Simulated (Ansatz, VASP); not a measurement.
**InAs: VASP beside Ansatz**

Wanted: the spread between two codes on one cell, functional and k mesh. The cell is taken from a series of runs on this material, whose earlier steps may have relaxed, scaled, displaced or heated it; both programs get it as it stands.

Method: plane waves, with VASP 6.6.1 beside it; LDA, in Ansatz 0.2.0.

### 1. The structure

Symmetry: F-43m, No. 216, cubic system. Conventional cell: a = 5.985 Å, b = 5.985 Å, c = 5.985 Å, α = 90.00°, β = 90.00°, γ = 90.00°. Nearest to As lie 4 In at 2.59 Å. Nearest to In lie 4 As at 2.59 Å. Farther neighbours are not listed.

### 2. VASP: zone-centre phonons, LDA

Second derivatives magnify differences that forces hide, and they need a tight electronic threshold.

Lines of VASP's logs that name or quote its potential files are left out, and so is its time.

INCAR reads:

```
SYSTEM = InAs
PREC = Accurate
ENCUT = 500
EDIFF = 1E-08
NELM = 120
ISMEAR = 0
SIGMA = 0.015
LREAL = .FALSE.
ALGO = Normal
GGA = PW92
NBANDS = 15
LORBIT = 11
LWAVE = .FALSE.
LCHARG = .FALSE.
ISIF = 2
ISYM = 2
IBRION = 8
LASPH = .TRUE.
GGA_COMPAT = .FALSE.
EFERMI = MIDGAP
KPAR = 2
```

POSCAR reads:

```
InAs
1.0
   -0.0005649685      2.9922861047      2.9922861047
    2.9922861047     -0.0005649685      2.9922861047
    2.9922861047      2.9922861047     -0.0005649685
As In
1 1
Direct
    0.7499729673      0.7499729673      0.7499729673
    0.0000270327      0.0000270327      0.0000270327
```

KPOINTS reads:

```
Points of the shifted mesh
1728
Reciprocal
 0.0416666667  0.0416666667  0.0416666667 1
 0.0416666667  0.0416666667  0.1250000000 1
 0.0416666667  0.0416666667  0.2083333333 1
 0.0416666667  0.0416666667  0.2916666667 1
 0.0416666667  0.0416666667  0.3750000000 1
 0.0416666667  0.0416666667  0.4583333333 1
 0.0416666667  0.0416666667  0.5416666667 1
 0.0416666667  0.0416666667  0.6250000000 1
 0.0416666667  0.0416666667  0.7083333333 1
 0.0416666667  0.0416666667  0.7916666667 1
 0.0416666667  0.0416666667  0.8750000000 1
 0.0416666667  0.0416666667  0.9583333333 1
 0.0416666667  0.1250000000  0.0416666667 1
 0.0416666667  0.1250000000  0.1250000000 1
 0.0416666667  0.1250000000  0.2083333333 1
 0.0416666667  0.1250000000  0.2916666667 1
 0.0416666667  0.1250000000  0.3750000000 1
 0.0416666667  0.1250000000  0.4583333333 1
 0.0416666667  0.1250000000  0.5416666667 1
 0.0416666667  0.1250000000  0.6250000000 1
 0.0416666667  0.1250000000  0.7083333333 1
 0.0416666667  0.1250000000  0.7916666667 1
 0.0416666667  0.1250000000  0.8750000000 1
 0.0416666667  0.1250000000  0.9583333333 1
 0.0416666667  0.2083333333  0.0416666667 1
 0.0416666667  0.2083333333  0.1250000000 1
 0.0416666667  0.2083333333  0.2083333333 1
 0.0416666667  0.2083333333  0.2916666667 1
 0.0416666667  0.2083333333  0.3750000000 1
 0.0416666667  0.2083333333  0.4583333333 1
 0.0416666667  0.2083333333  0.5416666667 1
 0.0416666667  0.2083333333  0.6250000000 1
 0.0416666667  0.2083333333  0.7083333333 1
 0.0416666667  0.2083333333  0.7916666667 1
 0.0416666667  0.2083333333  0.8750000000 1
 0.0416666667  0.2083333333  0.9583333333 1
 0.0416666667  0.2916666667  0.0416666667 1
 0.0416666667  0.2916666667  0.1250000000 1
 0.0416666667  0.2916666667  0.2083333333 1
 0.0416666667  0.2916666667  0.2916666667 1
 0.0416666667  0.2916666667  0.3750000000 1
 0.0416666667  0.2916666667  0.4583333333 1
 0.0416666667  0.2916666667  0.5416666667 1
 0.0416666667  0.2916666667  0.6250000000 1
 0.0416666667  0.2916666667  0.7083333333 1
 0.0416666667  0.2916666667  0.7916666667 1
 0.0416666667  0.2916666667  0.8750000000 1
 0.0416666667  0.2916666667  0.9583333333 1
 0.0416666667  0.3750000000  0.0416666667 1
 0.0416666667  0.3750000000  0.1250000000 1
 0.0416666667  0.3750000000  0.2083333333 1
 0.0416666667  0.3750000000  0.2916666667 1
 0.0416666667  0.3750000000  0.3750000000 1
 0.0416666667  0.3750000000  0.4583333333 1
 0.0416666667  0.3750000000  0.5416666667 1
 0.0416666667  0.3750000000  0.6250000000 1
 0.0416666667  0.3750000000  0.7083333333 1
 0.0416666667  0.3750000000  0.7916666667 1
 0.0416666667  0.3750000000  0.8750000000 1
 0.0416666667  0.3750000000  0.9583333333 1
 0.0416666667  0.4583333333  0.0416666667 1
 0.0416666667  0.4583333333  0.1250000000 1
 0.0416666667  0.4583333333  0.2083333333 1
 0.0416666667  0.4583333333  0.2916666667 1
 0.0416666667  0.4583333333  0.3750000000 1
 0.0416666667  0.4583333333  0.4583333333 1
 0.0416666667  0.4583333333  0.5416666667 1
 0.0416666667  0.4583333333  0.6250000000 1
 0.0416666667  0.4583333333  0.7083333333 1
 0.0416666667  0.4583333333  0.7916666667 1
 0.0416666667  0.4583333333  0.8750000000 1
 0.0416666667  0.4583333333  0.9583333333 1
 0.0416666667  0.5416666667  0.0416666667 1
 0.0416666667  0.5416666667  0.1250000000 1
 0.0416666667  0.5416666667  0.2083333333 1
 0.0416666667  0.5416666667  0.2916666667 1
 0.0416666667  0.5416666667  0.3750000000 1
 0.0416666667  0.5416666667  0.4583333333 1
 0.0416666667  0.5416666667  0.5416666667 1
 0.0416666667  0.5416666667  0.6250000000 1
 0.0416666667  0.5416666667  0.7083333333 1
 0.0416666667  0.5416666667  0.7916666667 1
 0.0416666667  0.5416666667  0.8750000000 1
 0.0416666667  0.5416666667  0.9583333333 1
 0.0416666667  0.6250000000  0.0416666667 1
 0.0416666667  0.6250000000  0.1250000000 1
 0.0416666667  0.6250000000  0.2083333333 1
 0.0416666667  0.6250000000  0.2916666667 1
 0.0416666667  0.6250000000  0.3750000000 1
 0.0416666667  0.6250000000  0.4583333333 1
 0.0416666667  0.6250000000  0.5416666667 1
 0.0416666667  0.6250000000  0.6250000000 1
 0.0416666667  0.6250000000  0.7083333333 1
 0.0416666667  0.6250000000  0.7916666667 1
 0.0416666667  0.6250000000  0.8750000000 1
 0.0416666667  0.6250000000  0.9583333333 1
 0.0416666667  0.7083333333  0.0416666667 1
 0.0416666667  0.7083333333  0.1250000000 1
 0.0416666667  0.7083333333  0.2083333333 1
 0.0416666667  0.7083333333  0.2916666667 1
 0.0416666667  0.7083333333  0.3750000000 1
 0.0416666667  0.7083333333  0.4583333333 1
 0.0416666667  0.7083333333  0.5416666667 1
 0.0416666667  0.7083333333  0.6250000000 1
 0.0416666667  0.7083333333  0.7083333333 1
 0.0416666667  0.7083333333  0.7916666667 1
 0.0416666667  0.7083333333  0.8750000000 1
 0.0416666667  0.7083333333  0.9583333333 1
 0.0416666667  0.7916666667  0.0416666667 1
 0.0416666667  0.7916666667  0.1250000000 1
 0.0416666667  0.7916666667  0.2083333333 1
 0.0416666667  0.7916666667  0.2916666667 1
[... 1390 lines left out ...]
 0.8750000000  0.4583333333  0.1250000000 1
 0.8750000000  0.4583333333  0.2083333333 1
 0.8750000000  0.4583333333  0.2916666667 1
 0.8750000000  0.4583333333  0.3750000000 1
 0.8750000000  0.4583333333  0.4583333333 1
 0.8750000000  0.4583333333  0.5416666667 1
 0.8750000000  0.4583333333  0.6250000000 1
 0.8750000000  0.4583333333  0.7083333333 1
 0.8750000000  0.4583333333  0.7916666667 1
 0.8750000000  0.4583333333  0.8750000000 1
 0.8750000000  0.4583333333  0.9583333333 1
 0.8750000000  0.5416666667  0.0416666667 1
 0.8750000000  0.5416666667  0.1250000000 1
 0.8750000000  0.5416666667  0.2083333333 1
 0.8750000000  0.5416666667  0.2916666667 1
 0.8750000000  0.5416666667  0.3750000000 1
 0.8750000000  0.5416666667  0.4583333333 1
 0.8750000000  0.5416666667  0.5416666667 1
 0.8750000000  0.5416666667  0.6250000000 1
 0.8750000000  0.5416666667  0.7083333333 1
 0.8750000000  0.5416666667  0.7916666667 1
 0.8750000000  0.5416666667  0.8750000000 1
 0.8750000000  0.5416666667  0.9583333333 1
 0.8750000000  0.6250000000  0.0416666667 1
 0.8750000000  0.6250000000  0.1250000000 1
 0.8750000000  0.6250000000  0.2083333333 1
 0.8750000000  0.6250000000  0.2916666667 1
 0.8750000000  0.6250000000  0.3750000000 1
 0.8750000000  0.6250000000  0.4583333333 1
 0.8750000000  0.6250000000  0.5416666667 1
 0.8750000000  0.6250000000  0.6250000000 1
 0.8750000000  0.6250000000  0.7083333333 1
 0.8750000000  0.6250000000  0.7916666667 1
 0.8750000000  0.6250000000  0.8750000000 1
 0.8750000000  0.6250000000  0.9583333333 1
 0.8750000000  0.7083333333  0.0416666667 1
 0.8750000000  0.7083333333  0.1250000000 1
 0.8750000000  0.7083333333  0.2083333333 1
 0.8750000000  0.7083333333  0.2916666667 1
 0.8750000000  0.7083333333  0.3750000000 1
 0.8750000000  0.7083333333  0.4583333333 1
 0.8750000000  0.7083333333  0.5416666667 1
 0.8750000000  0.7083333333  0.6250000000 1
 0.8750000000  0.7083333333  0.7083333333 1
 0.8750000000  0.7083333333  0.7916666667 1
 0.8750000000  0.7083333333  0.8750000000 1
 0.8750000000  0.7083333333  0.9583333333 1
 0.8750000000  0.7916666667  0.0416666667 1
 0.8750000000  0.7916666667  0.1250000000 1
 0.8750000000  0.7916666667  0.2083333333 1
 0.8750000000  0.7916666667  0.2916666667 1
 0.8750000000  0.7916666667  0.3750000000 1
 0.8750000000  0.7916666667  0.4583333333 1
 0.8750000000  0.7916666667  0.5416666667 1
 0.8750000000  0.7916666667  0.6250000000 1
 0.8750000000  0.7916666667  0.7083333333 1
 0.8750000000  0.7916666667  0.7916666667 1
 0.8750000000  0.7916666667  0.8750000000 1
 0.8750000000  0.7916666667  0.9583333333 1
 0.8750000000  0.8750000000  0.0416666667 1
 0.8750000000  0.8750000000  0.1250000000 1
 0.8750000000  0.8750000000  0.2083333333 1
 0.8750000000  0.8750000000  0.2916666667 1
 0.8750000000  0.8750000000  0.3750000000 1
 0.8750000000  0.8750000000  0.4583333333 1
 0.8750000000  0.8750000000  0.5416666667 1
 0.8750000000  0.8750000000  0.6250000000 1
 0.8750000000  0.8750000000  0.7083333333 1
 0.8750000000  0.8750000000  0.7916666667 1
 0.8750000000  0.8750000000  0.8750000000 1
 0.8750000000  0.8750000000  0.9583333333 1
 0.8750000000  0.9583333333  0.0416666667 1
 0.8750000000  0.9583333333  0.1250000000 1
 0.8750000000  0.9583333333  0.2083333333 1
 0.8750000000  0.9583333333  0.2916666667 1
 0.8750000000  0.9583333333  0.3750000000 1
 0.8750000000  0.9583333333  0.4583333333 1
 0.8750000000  0.9583333333  0.5416666667 1
 0.8750000000  0.9583333333  0.6250000000 1
 0.8750000000  0.9583333333  0.7083333333 1
 0.8750000000  0.9583333333  0.7916666667 1
 0.8750000000  0.9583333333  0.8750000000 1
 0.8750000000  0.9583333333  0.9583333333 1
 0.9583333333  0.0416666667  0.0416666667 1
 0.9583333333  0.0416666667  0.1250000000 1
 0.9583333333  0.0416666667  0.2083333333 1
 0.9583333333  0.0416666667  0.2916666667 1
 0.9583333333  0.0416666667  0.3750000000 1
 0.9583333333  0.0416666667  0.4583333333 1
 0.9583333333  0.0416666667  0.5416666667 1
 0.9583333333  0.0416666667  0.6250000000 1
 0.9583333333  0.0416666667  0.7083333333 1
 0.9583333333  0.0416666667  0.7916666667 1
 0.9583333333  0.0416666667  0.8750000000 1
 0.9583333333  0.0416666667  0.9583333333 1
 0.9583333333  0.1250000000  0.0416666667 1
 0.9583333333  0.1250000000  0.1250000000 1
 0.9583333333  0.1250000000  0.2083333333 1
 0.9583333333  0.1250000000  0.2916666667 1
 0.9583333333  0.1250000000  0.3750000000 1
 0.9583333333  0.1250000000  0.4583333333 1
 0.9583333333  0.1250000000  0.5416666667 1
 0.9583333333  0.1250000000  0.6250000000 1
 0.9583333333  0.1250000000  0.7083333333 1
 0.9583333333  0.1250000000  0.7916666667 1
 0.9583333333  0.1250000000  0.8750000000 1
 0.9583333333  0.1250000000  0.9583333333 1
 0.9583333333  0.2083333333  0.0416666667 1
 0.9583333333  0.2083333333  0.1250000000 1
 0.9583333333  0.2083333333  0.2083333333 1
 0.9583333333  0.2083333333  0.2916666667 1
 0.9583333333  0.2083333333  0.3750000000 1
 0.9583333333  0.2083333333  0.4583333333 1
 0.9583333333  0.2083333333  0.5416666667 1
 0.9583333333  0.2083333333  0.6250000000 1
 0.9583333333  0.2083333333  0.7083333333 1
 0.9583333333  0.2083333333  0.7916666667 1
 0.9583333333  0.2083333333  0.8750000000 1
 0.9583333333  0.2083333333  0.9583333333 1
 0.9583333333  0.2916666667  0.0416666667 1
 0.9583333333  0.2916666667  0.1250000000 1
 0.9583333333  0.2916666667  0.2083333333 1
 0.9583333333  0.2916666667  0.2916666667 1
 0.9583333333  0.2916666667  0.3750000000 1
 0.9583333333  0.2916666667  0.4583333333 1
 0.9583333333  0.2916666667  0.5416666667 1
 0.9583333333  0.2916666667  0.6250000000 1
 0.9583333333  0.2916666667  0.7083333333 1
 0.9583333333  0.2916666667  0.7916666667 1
 0.9583333333  0.2916666667  0.8750000000 1
 0.9583333333  0.2916666667  0.9583333333 1
 0.9583333333  0.3750000000  0.0416666667 1
 0.9583333333  0.3750000000  0.1250000000 1
 0.9583333333  0.3750000000  0.2083333333 1
 0.9583333333  0.3750000000  0.2916666667 1
 0.9583333333  0.3750000000  0.3750000000 1
 0.9583333333  0.3750000000  0.4583333333 1
 0.9583333333  0.3750000000  0.5416666667 1
 0.9583333333  0.3750000000  0.6250000000 1
 0.9583333333  0.3750000000  0.7083333333 1
 0.9583333333  0.3750000000  0.7916666667 1
 0.9583333333  0.3750000000  0.8750000000 1
 0.9583333333  0.3750000000  0.9583333333 1
 0.9583333333  0.4583333333  0.0416666667 1
 0.9583333333  0.4583333333  0.1250000000 1
 0.9583333333  0.4583333333  0.2083333333 1
 0.9583333333  0.4583333333  0.2916666667 1
 0.9583333333  0.4583333333  0.3750000000 1
 0.9583333333  0.4583333333  0.4583333333 1
 0.9583333333  0.4583333333  0.5416666667 1
 0.9583333333  0.4583333333  0.6250000000 1
 0.9583333333  0.4583333333  0.7083333333 1
 0.9583333333  0.4583333333  0.7916666667 1
 0.9583333333  0.4583333333  0.8750000000 1
 0.9583333333  0.4583333333  0.9583333333 1
 0.9583333333  0.5416666667  0.0416666667 1
 0.9583333333  0.5416666667  0.1250000000 1
 0.9583333333  0.5416666667  0.2083333333 1
 0.9583333333  0.5416666667  0.2916666667 1
 0.9583333333  0.5416666667  0.3750000000 1
 0.9583333333  0.5416666667  0.4583333333 1
 0.9583333333  0.5416666667  0.5416666667 1
 0.9583333333  0.5416666667  0.6250000000 1
 0.9583333333  0.5416666667  0.7083333333 1
 0.9583333333  0.5416666667  0.7916666667 1
 0.9583333333  0.5416666667  0.8750000000 1
 0.9583333333  0.5416666667  0.9583333333 1
 0.9583333333  0.6250000000  0.0416666667 1
 0.9583333333  0.6250000000  0.1250000000 1
 0.9583333333  0.6250000000  0.2083333333 1
 0.9583333333  0.6250000000  0.2916666667 1
 0.9583333333  0.6250000000  0.3750000000 1
 0.9583333333  0.6250000000  0.4583333333 1
 0.9583333333  0.6250000000  0.5416666667 1
 0.9583333333  0.6250000000  0.6250000000 1
 0.9583333333  0.6250000000  0.7083333333 1
 0.9583333333  0.6250000000  0.7916666667 1
 0.9583333333  0.6250000000  0.8750000000 1
 0.9583333333  0.6250000000  0.9583333333 1
 0.9583333333  0.7083333333  0.0416666667 1
 0.9583333333  0.7083333333  0.1250000000 1
 0.9583333333  0.7083333333  0.2083333333 1
 0.9583333333  0.7083333333  0.2916666667 1
 0.9583333333  0.7083333333  0.3750000000 1
 0.9583333333  0.7083333333  0.4583333333 1
 0.9583333333  0.7083333333  0.5416666667 1
 0.9583333333  0.7083333333  0.6250000000 1
 0.9583333333  0.7083333333  0.7083333333 1
 0.9583333333  0.7083333333  0.7916666667 1
 0.9583333333  0.7083333333  0.8750000000 1
 0.9583333333  0.7083333333  0.9583333333 1
 0.9583333333  0.7916666667  0.0416666667 1
 0.9583333333  0.7916666667  0.1250000000 1
 0.9583333333  0.7916666667  0.2083333333 1
 0.9583333333  0.7916666667  0.2916666667 1
 0.9583333333  0.7916666667  0.3750000000 1
 0.9583333333  0.7916666667  0.4583333333 1
 0.9583333333  0.7916666667  0.5416666667 1
 0.9583333333  0.7916666667  0.6250000000 1
 0.9583333333  0.7916666667  0.7083333333 1
 0.9583333333  0.7916666667  0.7916666667 1
 0.9583333333  0.7916666667  0.8750000000 1
 0.9583333333  0.7916666667  0.9583333333 1
 0.9583333333  0.8750000000  0.0416666667 1
 0.9583333333  0.8750000000  0.1250000000 1
 0.9583333333  0.8750000000  0.2083333333 1
 0.9583333333  0.8750000000  0.2916666667 1
 0.9583333333  0.8750000000  0.3750000000 1
 0.9583333333  0.8750000000  0.4583333333 1
 0.9583333333  0.8750000000  0.5416666667 1
 0.9583333333  0.8750000000  0.6250000000 1
 0.9583333333  0.8750000000  0.7083333333 1
 0.9583333333  0.8750000000  0.7916666667 1
 0.9583333333  0.8750000000  0.8750000000 1
 0.9583333333  0.8750000000  0.9583333333 1
 0.9583333333  0.9583333333  0.0416666667 1
 0.9583333333  0.9583333333  0.1250000000 1
 0.9583333333  0.9583333333  0.2083333333 1
 0.9583333333  0.9583333333  0.2916666667 1
 0.9583333333  0.9583333333  0.3750000000 1
 0.9583333333  0.9583333333  0.4583333333 1
 0.9583333333  0.9583333333  0.5416666667 1
 0.9583333333  0.9583333333  0.6250000000 1
 0.9583333333  0.9583333333  0.7083333333 1
 0.9583333333  0.9583333333  0.7916666667 1
 0.9583333333  0.9583333333  0.8750000000 1
 0.9583333333  0.9583333333  0.9583333333 1
```

Potentials, in the order of the species: As and In_d (LDA family, release 64).

Run with:

```bash
mpirun -np 2 vasp_std
```

Numbers of over 12 decimals in the logs are rounded to 6 here.

The program printed:

```text
[banner, memory and clock lines left out]
running    2 mpi-ranks, on    1 nodes
 distrk:  each k-point on    1 cores,    2 groups
 distr:  one band on    1 cores,    1 groups

 POSCAR found type information on POSCAR AsIn
 POSCAR found :  2 types and       2 ions
|                                                                             |
|               ----> ADVICE to this user running VASP <----                  |
|                                                                             |
|     You enforced a specific xc type in the INCAR file but a different       |
|     [... a line on the potential file left out ...]
|     I HOPE YOU KNOW WHAT YOU ARE DOING!                                     |
|                                                                             |

 LDA part: xc-table for (Slater(with rela. corr.)+PW92), standard interpolation
 POSCAR, INCAR and KPOINTS ok, starting setup
 FFT: planning ... GRIDC
 FFT: planning ... GRID_SOFT
 FFT: planning ... GRID
 WAVECAR not read
 entering main loop
       N       E                     dE             d eps       ncg     rms          rms(c)
DAV:   1     0.112307880250E+03    0.11231E+03   -0.82310E+03 52192   0.128E+03
DAV:   2    -0.149891277413E+01   -0.11381E+03   -0.10951E+03 56047   0.304E+02
DAV:   3    -0.914038337771E+01   -0.76415E+01   -0.76007E+01 66792   0.799E+01
DAV:   4    -0.933629068020E+01   -0.19591E+00   -0.19585E+00 63399   0.142E+01
DAV:   5    -0.934503205732E+01   -0.87414E-02   -0.87412E-02 78200   0.258E+00    0.492E+00
DAV:   6    -0.906299820925E+01    0.28203E+00   -0.38580E-01 81971   0.114E+01    0.272E+00
DAV:   7    -0.902152542819E+01    0.41473E-01   -0.11838E-01 71735   0.329E+00    0.691E-01
DAV:   8    -0.901816445871E+01    0.33610E-02   -0.12703E-02 68853   0.139E+00    0.244E-01
DAV:   9    -0.901804062577E+01    0.12383E-03   -0.81563E-04 67069   0.256E-01    0.155E-01
DAV:  10    -0.901806039398E+01   -0.19768E-04   -0.12949E-04 80038   0.203E-01    0.740E-02
DAV:  11    -0.901806316051E+01   -0.27665E-05   -0.40206E-05 80547   0.125E-01    0.466E-02
DAV:  12    -0.901806066357E+01    0.24969E-05   -0.56264E-06 78814   0.327E-02    0.694E-03
DAV:  13    -0.901806072097E+01   -0.57404E-07   -0.73574E-07 66120   0.534E-03    0.108E-03
DAV:  14    -0.901806071489E+01    0.60813E-08   -0.27662E-08 67519   0.252E-03
   1 F= -.90180607E+01 E0= -.90180607E+01  d E =-.794298E-93
 Linear response reoptimize wavefunctions to high precision
DAV:   1    -0.901806071509E+01   -0.19691E-09   -0.37650E-09 56122   0.996E-04
DAV:   2    -0.901806071517E+01   -0.87539E-10   -0.92429E-10 37308   0.249E-04
 Linear response DOF=           2
 Linear response progress:
  Degree of freedom:   1/  2
       N       E                     dE             d eps       ncg     rms          rms(c)
RMM:   1    -0.476151994909E-01   -0.47615E-01    0.64347E-02109771   0.161E+00
RMM:   2    -0.453373756596E-01    0.22778E-02    0.15855E-03 81430   0.597E-01    0.113E-01
RMM:   3    -0.460500953023E-01   -0.71272E-03   -0.20428E-03 95285   0.254E-01    0.483E-02
RMM:   4    -0.462227083447E-01   -0.17261E-03   -0.16020E-04 97324   0.850E-02    0.108E-02
RMM:   5    -0.462537116789E-01   -0.31003E-04   -0.18702E-05100794   0.317E-02    0.495E-03
RMM:   6    -0.462369062374E-01    0.16805E-04   -0.20760E-06 98259   0.858E-03    0.155E-03
RMM:   7    -0.462359236679E-01    0.98257E-06   -0.28691E-07108155   0.286E-03    0.117E-03
RMM:   8    -0.462361482267E-01   -0.22456E-06   -0.86816E-08103374   0.114E-03    0.752E-04
RMM:   9    -0.462367726311E-01   -0.62440E-06   -0.46455E-09 96941   0.444E-04    0.805E-05
RMM:  10    -0.462368685394E-01   -0.95908E-07    0.30104E-09107151   0.178E-04    0.861E-05
RMM:  11    -0.462368584008E-01    0.10139E-07   -0.80879E-08111571   0.708E-05    0.322E-05
RMM:  12    -0.462368693611E-01   -0.10960E-07   -0.12357E-08104124   0.291E-05    0.766E-06
RMM:  13    -0.462368657778E-01    0.35834E-08   -0.41872E-08108732   0.148E-05    0.255E-06
 first order change of Fermi-energy   0.38497E+00
 force on displaced ion       1 direction 1 :  -8.212  -0.002  -0.002
 Linear response progress:
  Degree of freedom:   2/  2
       N       E                     dE             d eps       ncg     rms          rms(c)
RMM:   1    -0.235265519911E+00   -0.23527E+00   -0.80901E-02 70008   0.498E+00
RMM:   2    -0.237777116945E+00   -0.25116E-02   -0.14152E-02 88230   0.107E+00    0.802E-02
RMM:   3    -0.237755966148E+00    0.21151E-04   -0.16369E-03 95842   0.332E-01    0.398E-02
RMM:   4    -0.237579208839E+00    0.17676E-03   -0.14125E-04 97910   0.109E-01    0.205E-02
RMM:   5    -0.237543328707E+00    0.35880E-04   -0.29453E-05103120   0.405E-02    0.789E-03
RMM:   6    -0.237544708303E+00   -0.13796E-05   -0.38139E-06102480   0.135E-02    0.188E-03
RMM:   7    -0.237554449330E+00   -0.97410E-05   -0.29679E-06103576   0.405E-03    0.743E-04
RMM:   8    -0.237553629342E+00    0.81999E-06   -0.33855E-07103589   0.172E-03    0.445E-04
RMM:   9    -0.237552805307E+00    0.82403E-06   -0.16223E-08105426   0.770E-04    0.110E-04
RMM:  10    -0.237552422491E+00    0.38282E-06    0.25866E-07105874   0.332E-04    0.404E-05
RMM:  11    -0.237552336971E+00    0.85520E-07    0.42347E-07106903   0.167E-04    0.158E-05
RMM:  12    -0.237552341246E+00   -0.42745E-08    0.15924E-07111776   0.949E-05    0.838E-06
RMM:  13    -0.237552392573E+00   -0.51328E-07    0.96162E-08107167   0.603E-05    0.973E-06
RMM:  14    -0.237552383624E+00    0.89492E-08    0.11508E-07118100   0.413E-05    0.429E-06
RMM:  15    -0.237552393610E+00   -0.99863E-08    0.56016E-08107799   0.323E-05    0.138E-05
 first order change of Fermi-energy  -0.38496E+00
 force on displaced ion       2 direction 1 :  -8.205  -0.002  -0.002
 Linear response finished
```

(Continued in part 2 of 2.)

[Lines on the potential files, build, host, timing and source positions are cut from VASP's logs without a mark.]

[Logs are printed without paths, hosts, clocks, repeated set-up lines and the standing remarks that a program may print on its own settings, such as how far it seeks lower states.]

[Hosts, paths, dates, database ids (printed as entryN), source tags and the programs' standing remarks are cut or masked in the printed files.]
